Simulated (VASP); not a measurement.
An input for Ansatz (written as the equivalent of a VASP run, and not itself run):

Ansatz 0.2 input:
```yaml
crystal:
  lattice:
    - [0.0000000, 3.2613233, 3.2613233]
    - [3.2613233, 0.0000000, 3.2613233]
    - [3.2613233, 3.2613233, 0.0000000]
  atoms:
    - { symbol: Na, position: [0.2500000, 0.2500000, 0.2500000] }
    - { symbol: Na, position: [0.7500000, 0.7500000, 0.7500000] }
    - { symbol: S, position: [1.0000000, 1.0000000, 1.0000000] }
kpoints:
  mp_grid: { grid: [5, 5, 5] }
hamiltonian:
  xc: r2scan
  pseudopotentials: { kind: paw }
scf:
  occupations: { method: gaussian, width: 0.05 }
  max_iter: 100
relax:
  max_steps: 60
  f_tol: 0.02
  cell: {}
output: { forces: true, stress: true, eigenvalues: true }
```

Problem. Translate this input to VASP (INCAR, KPOINTS, POSCAR, choice of POTCAR).

Solution. This is not unique; one that fits is 
**INCAR**
```
# general
SYSTEM   =  Na2S
PREC     =  Accurate
ENCUT    =  520   # plane-wave cut-off (eV)
LREAL    =  .FALSE.   # projection in real space or not
LASPH    =  .TRUE.

# electronic loop
EDIFF    =  1E-6   # SCF stop (eV)
NELM     =  100   # most electronic steps
ALGO     =  Normal
LMIXTAU  =  .TRUE.

# smearing
ISMEAR   =  0
SIGMA    =  0.05   # width (eV)

# functional
METAGGA  =  R2SCAN

# ions
IBRION   =  2
NSW      =  60   # most ionic steps
ISIF     =  3   # ions, shape and volume
EDIFFG   =  -0.02   # ionic stop

# output
LWAVE    =  .FALSE.
LCHARG   =  .FALSE.
```

KPOINTS:
```
Automatic
0
gamma
 5 5 5
```

**POSCAR**
```
Na2S
1
    0.0000000000     3.2613232811     3.2613232811
    3.2613232811    -0.0000000000     3.2613232811
    3.2613232811     3.2613232811     0.0000000000
Na S
2 1
Direct
  0.2500000000   0.2500000000   0.2500000000
  0.7500000000   0.7500000000   0.7500000000
  1.0000000000   1.0000000000   1.0000000000
```

POTCAR, in this order: Na_pv S (PBE.64 set). Program: vasp_std.

Limits of the translation: each code has its own PAW files, so the cut-off isn't converted (ENCUT is set for VASP's; basis.ecutwfc is left out, and Ansatz then takes the one that its files recommend); Ansatz stops its SCF on the density residual and VASP on the energy change (EDIFF).

The compound is Na2S in the antifluorite structure. This run relaxes it. Symmetry was kept, so distortions that lower it aren't found. The start is the result of an earlier pass.
